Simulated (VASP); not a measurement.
Given:

```
HfO2
1.0
    0.00000     2.45790     2.45790
    2.45790     0.00000     2.45790
    2.45790     2.45790     0.00000
Hf O
1 2
Cartesian
  0.00000   0.00000   0.00000
  1.22895   1.22895   1.22895
  3.68685   3.68685   3.68685
```

Level of theory: SCAN meta-GGA, VASP's PBE PAW potentials (set 64) (plane waves; VASP 6.6.1). Settings: 520 eV cut-off, 9×9×9 Γ-centred mesh, Gaussian smearing of 0.050 eV, potentials Hf_pv O.

What does the run give for the energy per atom (σ→0), pressure?

```
Property                        Result
---------------------  ---------------
energy per atom (σ→0)  -28.809 eV/atom
pressure                     19.86 GPa
```

The compound is HfO2 in the fluorite structure, the high-temperature cubic form, which is unstable at 0 K; the monoclinic form is the stable one. This cell is one point of a volume scan, at 0.94 of the reference volume.
